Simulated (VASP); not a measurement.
Output of a VASP run:

### OSZICAR
```
       N       E                     dE             d eps       ncg     rms          rms(c)
DAV:   1     0.255219121672E+02    0.25522E+02   -0.76244E+03  1344   0.108E+03
DAV:   2    -0.655832471261E+02   -0.91105E+02   -0.86976E+02  1596   0.267E+02
DAV:   3    -0.681231832127E+02   -0.25399E+01   -0.24717E+01  1716   0.416E+01
DAV:   4    -0.681528030639E+02   -0.29620E-01   -0.29570E-01  1564   0.434E+00
DAV:   5    -0.681532259439E+02   -0.42288E-03   -0.42278E-03  1716   0.443E-01    0.147E+01
DAV:   6    -0.637139882012E+02    0.44392E+01   -0.28743E+00  1552   0.188E+01    0.563E+00
DAV:   7    -0.637570257920E+02   -0.43038E-01   -0.18850E-01  1564   0.402E+00    0.250E+00
DAV:   8    -0.637904412041E+02   -0.33415E-01   -0.18677E-01  1428   0.484E+00    0.454E-01
DAV:   9    -0.638315808134E+02   -0.41140E-01   -0.69784E-02  1452   0.263E+00    0.302E-01
DAV:  10    -0.638358572970E+02   -0.42765E-02   -0.26423E-03  1640   0.462E-01    0.259E-01
DAV:  11    -0.638357209577E+02    0.13634E-03   -0.64868E-03  1540   0.706E-01    0.163E-01
DAV:  12    -0.638373229046E+02   -0.16019E-02   -0.32280E-03  1528   0.523E-01    0.481E-02
DAV:  13    -0.638375840328E+02   -0.26113E-03   -0.40105E-04  1452   0.201E-01    0.233E-02
DAV:  14    -0.638375901996E+02   -0.61668E-05   -0.54364E-05  1608   0.607E-02    0.943E-03
DAV:  15    -0.638375927177E+02   -0.25181E-05   -0.36812E-06  1456   0.188E-02    0.164E-03
DAV:  16    -0.638375933093E+02   -0.59157E-06   -0.37954E-07   788   0.741E-03
   1 F= -.63837593E+02 E0= -.63837150E+02  d E =-.638376E+02
       N       E                     dE             d eps       ncg     rms          rms(c)
DAV:   1    -0.638390341367E+02   -0.14414E-02   -0.54751E-02  1388   0.290E+00    0.353E-01
DAV:   2    -0.638376583627E+02    0.13758E-02   -0.25469E-03  1384   0.559E-01    0.119E-01
DAV:   3    -0.638374920960E+02    0.16627E-03   -0.41339E-04  1572   0.222E-01    0.353E-02
DAV:   4    -0.638374051956E+02    0.86900E-04   -0.24030E-04  1568   0.132E-01    0.212E-02
DAV:   5    -0.638374643664E+02   -0.59171E-04   -0.59248E-05  1412   0.717E-02    0.167E-02
DAV:   6    -0.638374579725E+02    0.63939E-05   -0.68625E-06  1696   0.254E-02    0.476E-03
DAV:   7    -0.638374622130E+02   -0.42405E-05   -0.29590E-06  1356   0.157E-02    0.246E-03
DAV:   8    -0.638374627458E+02   -0.53282E-06   -0.96063E-07   732   0.104E-02
   2 F= -.63837463E+02 E0= -.63837015E+02  d E =0.130563E-03
       N       E                     dE             d eps       ncg     rms          rms(c)
DAV:   1    -0.638382868297E+02   -0.82462E-03   -0.22404E-02  1388   0.185E+00    0.226E-01
DAV:   2    -0.638377282996E+02    0.55853E-03   -0.10252E-03  1384   0.356E-01    0.766E-02
DAV:   3    -0.638376619100E+02    0.66390E-04   -0.17545E-04  1568   0.145E-01    0.223E-02
DAV:   4    -0.638376278197E+02    0.34090E-04   -0.10638E-04  1560   0.867E-02    0.136E-02
DAV:   5    -0.638376553700E+02   -0.27550E-04   -0.26558E-05  1416   0.475E-02    0.108E-02
DAV:   6    -0.638376559665E+02   -0.59641E-06   -0.34084E-06  1496   0.179E-02
   3 F= -.63837656E+02 E0= -.63837210E+02  d E =-.626572E-04
```

**OUTCAR**
```
------------------------ aborting loop because EDIFF is reached ----------------------------------------
  FORCE on cell =-STRESS in cart. coord.  units (eV):
  Direction    XX          YY          ZZ          XY          YZ          ZX
  --------------------------------------------------------------------------------------
  Total        0.0108006      0.0108006      0.0108006      0.0000000      0.0000000      0.0000000
  in kB        0.5265505      0.5265505      0.5265505      0.0000000      0.0000000      0.0000000
  external PRESSURE =       0.5265505 kB  Pullay stress =       0.0000000 kB
  volume of cell :       32.86
      direct lattice vectors                 reciprocal lattice vectors
     3.203120846  0.000000000 -0.000000000     0.312195527 -0.000000000  0.000000000
     0.000000000  3.203120846  0.000000000    -0.000000000  0.312195527 -0.000000000
    -0.000000000  0.000000000  3.203120846     0.000000000 -0.000000000  0.312195527
 POSITION                                       TOTAL-FORCE (eV/Angst)
 -----------------------------------------------------------------------------------
      0.00000      0.00000      0.00000        -0.000000     -0.000000      0.000000
      1.60156      1.60156      1.60156         0.000000      0.000000      0.000000
 -----------------------------------------------------------------------------------
    total drift:                               -0.000000      0.000000      0.000000
  FREE ENERGIE OF THE ION-ELECTRON SYSTEM (eV)
  ---------------------------------------------------
  free  energy   TOTEN  =       -63.8376559665 eV

  energy  without entropy=      -63.8363193929  energy(sigma->0) =      -63.83721044

 reached required accuracy - stopping structural energy minimisation
```
(Selected blocks of OUTCAR.)

**POSCAR**
```
TaAs
1
    3.2012192610    -0.0000000000    -0.0000000000
   -0.0000000000     3.2012192610     0.0000000000
    0.0000000000    -0.0000000000     3.2012192610
Ta As
1 1
Direct
  0.0000000000   0.0000000000   0.0000000000
  0.5000000000   0.5000000000   0.5000000000
```

Q: Reconstruct the remaining input files.

A: One answer among several that fit: the input of the run itself, r2SCAN meta-GGA, plane waves, VASP's PBE PAW potentials (set 64).

### INCAR
```
SYSTEM = TaAs
PREC = Accurate; ENCUT = 400; LREAL = .FALSE.
LASPH = .TRUE.
EDIFF = 1E-6; NELM = 100; ALGO = Normal
LMAXMIX = 6; LMIXTAU = .TRUE.
ISMEAR = 1; SIGMA = 0.1
METAGGA = R2SCAN
IBRION = 2; NSW = 60; ISIF = 3
EDIFFG = -0.01
LWAVE = .FALSE.; LCHARG = .FALSE.
```

File KPOINTS:
```
Automatic mesh
0
Gamma
10 10 10
0 0 0
```

POTCAR, in this order: Ta_pv As (PBE.64 set). Program: vasp_std.

The structure was generated: TaAs was put into the CsCl type (Pm-3m), which need not be its known phase. This run relaxes it. Symmetry was kept, so distortions that lower it aren't found. The start is the result of an earlier pass.
